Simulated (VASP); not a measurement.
Output of a VASP run:

OUTCAR:
```
 ion  position               nearest neighbor table
   1  0.000  0.000  0.000-   2 2.45   2 2.45   2 2.53   2 2.53   2 2.53   2 2.53
   2  0.500  0.500  0.500-   1 2.45   1 2.45   1 2.53   1 2.53   1 2.53   1 2.53
  LATTYP: Found a body centered tetragonal cell.
 ALAT       =     3.5792161045
 C/A-ratio  =     1.3717871555
 Subroutine PRICEL returns:
 Original cell was already a primitive cell.
 Subroutine GETGRP returns: Found 16 space group operations
The static configuration has the point symmetry D_4h.
The dynamic configuration has the point symmetry D_4h.
 Subroutine INISYM returns: Found 16 space group operations
 Subroutine IBZKPT returns following result:
 Found     59 irreducible k-points:

 Following reciprocal coordinates:
            Coordinates               Weight
  0.000000  0.000000  0.000000      1.000000
  0.125000 -0.000000  0.000000      8.000000
  0.250000 -0.000000  0.000000      8.000000
  0.375000  0.000000  0.000000      8.000000
  0.500000 -0.000000  0.000000      4.000000
  0.125000  0.125000  0.000000      2.000000
  0.250000  0.125000  0.000000      8.000000
  0.375000  0.125000  0.000000      8.000000
  0.500000  0.125000  0.000000      8.000000
 -0.375000  0.125000  0.000000      8.000000
 -0.250000  0.125000  0.000000      8.000000
 -0.125000  0.125000  0.000000      4.000000
  0.250000  0.250000  0.000000      2.000000
  0.375000  0.250000  0.000000      8.000000
  0.500000  0.250000  0.000000      8.000000
 -0.375000  0.250000  0.000000      8.000000
 -0.250000  0.250000  0.000000      4.000000
  0.375000  0.375000  0.000000      2.000000
  0.500000  0.375000  0.000000      8.000000
 -0.375000  0.375000  0.000000      4.000000
  0.500000  0.500000  0.000000      1.000000
  0.125000  0.000000  0.125000      4.000000
  0.250000 -0.000000  0.125000     16.000000
  0.375000  0.000000  0.125000     16.000000
  0.500000  0.000000  0.125000     16.000000
 -0.375000  0.000000  0.125000     16.000000
 -0.250000 -0.000000  0.125000     16.000000
 -0.125000  0.000000  0.125000      8.000000
  0.375000  0.250000  0.125000      8.000000
  0.500000  0.250000  0.125000     16.000000
 -0.375000  0.250000  0.125000     16.000000
 -0.250000  0.250000  0.125000     16.000000
 -0.125000  0.250000  0.125000      8.000000
  0.500000  0.375000  0.125000      8.000000
 -0.375000  0.375000  0.125000     16.000000
 -0.250000  0.375000  0.125000      8.000000
 -0.375000  0.500000  0.125000      4.000000
  0.250000  0.000000  0.250000      4.000000
  0.375000  0.000000  0.250000     16.000000
  0.500000 -0.000000  0.250000     16.000000
   k-points           NKPTS =     59   k-points in BZ     NKDIM =     59   number of bands    NBANDS=      9
   number of dos      NEDOS =    301   number of ions     NIONS =      2
   total plane-waves  NPLWV =  23520
   dimension x,y,z NGX =    28 NGY =   28 NGZ =   30
   dimension x,y,z NGXF=    56 NGYF=   56 NGZF=   60
   ions per type =               1   1
   PREC   = accura    normal or accurate (medium, high low for compatibility)
   ISTART =      0    job   : 0-new  1-cont  2-samecut
   ICHARG =      2    charge: 1-file 2-atom 10-const
   ISPIN  =      1    spin polarized calculation?
   LNONCOLLINEAR =      F non collinear calculations
   LSORBIT =      F    spin-orbit coupling
   INIWAV =      1    electr: 0-lowe 1-rand  2-diag
   ENCUT  =  600.0 eV  44.10 Ry    6.64 a.u.   7.04  7.04  7.15*2*pi/ulx,y,z
   NELM   =    100;   NELMIN=  2; NELMDL= -5     # of ELM steps
   EDIFF  = 0.1E-06   stopping-criterion for ELM
   LREAL  =      F    real-space projection
   NLSPLINE    = F    spline interpolate recip. space projectors
   LMAXMIX     =    2 max onsite mixed and CHGCAR
   VOSKOWN=      0    Vosko Wilk Nusair interpolation
   EDIFFG = 0.1E-05   stopping-criterion for IOM
   NSW    =      0    number of steps for IOM
   NBLOCK =      1;   KBLOCK =      1    inner block; outer block
...
```

**OSZICAR**
```
       N       E                     dE             d eps       ncg     rms          rms(c)
DAV:   1     0.483206316244E+02    0.48321E+02   -0.48909E+03  1062   0.116E+03
DAV:   2    -0.554344790178E+01   -0.53864E+02   -0.52254E+02  1450   0.170E+02
DAV:   3    -0.764344695621E+01   -0.21000E+01   -0.20970E+01  1291   0.408E+01
DAV:   4    -0.768351480125E+01   -0.40068E-01   -0.40014E-01  1642   0.564E+00
DAV:   5    -0.768378826724E+01   -0.27347E-03   -0.27346E-03  1337   0.488E-01    0.240E+00
DAV:   6    -0.763287070351E+01    0.50918E-01   -0.11180E-01  1244   0.195E+00    0.163E+00
DAV:   7    -0.763061489187E+01    0.22558E-02   -0.40054E-02  1611   0.132E+00    0.759E-01
DAV:   8    -0.763226774279E+01   -0.16529E-02   -0.49880E-03  1309   0.598E-01    0.101E-01
DAV:   9    -0.763226267648E+01    0.50663E-05   -0.16673E-04  1458   0.117E-01    0.312E-02
DAV:  10    -0.763228703359E+01   -0.24357E-04   -0.36542E-05  1181   0.573E-02    0.172E-02
DAV:  11    -0.763228827474E+01   -0.12411E-05   -0.48171E-06  1426   0.188E-02    0.715E-03
DAV:  12    -0.763228818182E+01    0.92912E-07   -0.44575E-07  1280   0.598E-03
   1 F= -.76322882E+01 E0= -.76322882E+01  d E =-.424543E-17
```

OUTCAR:
```
------------------------ aborting loop because EDIFF is reached ----------------------------------------
  FORCE on cell =-STRESS in cart. coord.  units (eV):
  Direction    XX          YY          ZZ          XY          YZ          ZX
  --------------------------------------------------------------------------------------
  Total        0.1286976      0.1286976      0.4534708      0.0000000      0.0000000     -0.0000000
  in kB        6.5563265      6.5563265     23.1014610      0.0000000      0.0000000     -0.0000000
  external PRESSURE =      12.0713714 kB  Pullay stress =       0.0000000 kB
  volume of cell :       31.45
      direct lattice vectors                 reciprocal lattice vectors
     0.000000000  2.530887979  2.454961339    -0.197559119  0.197559119  0.203669195
     2.530887979  0.000000000  2.454961339     0.197559119 -0.197559119  0.203669195
     2.530887979  2.530887979  0.000000000     0.197559119  0.197559119 -0.203669195
  FREE ENERGIE OF THE ION-ELECTRON SYSTEM (eV)
  ---------------------------------------------------
  free  energy   TOTEN  =        -7.6322881818 eV

  energy  without entropy=       -7.6322881818  energy(sigma->0) =       -7.63228818
```
(Selected blocks of OUTCAR.)

File POSCAR:
```
LiCl
1
    0.0000000000     2.5308879788     2.4549613394
    2.5308879788     0.0000000000     2.4549613394
    2.5308879788     2.5308879788     0.0000000000
Li Cl
1 1
Direct
  0.0000000000   0.0000000000   0.0000000000
  0.5000000000   0.5000000000   0.5000000000
```

Question: Write an INCAR and KPOINTS that could have produced this output.

Answer: This is not unique; one that fits is the input of the run itself, PBEsol GGA, plane waves, VASP's PBE PAW potentials (set 64).

**INCAR**
```
ALGO = Normal
EDIFF = 1E-7
ENCUT = 600
GGA = PS
ISIF = 2
ISMEAR = 0
LASPH = .TRUE.
LCHARG = .FALSE.
LREAL = .FALSE.
LWAVE = .FALSE.
NELM = 100
PREC = Accurate
SIGMA = 0.05
SYSTEM = LiCl
```

**KPOINTS**
```
Automatic mesh
0
Gamma
8 8 8
0 0 0
```

POTCAR, in this order: Li_sv Cl (PBE.64 set). Program: vasp_std.

The compound is LiCl in the rock salt structure. This cell was strained or had an atom moved on purpose.
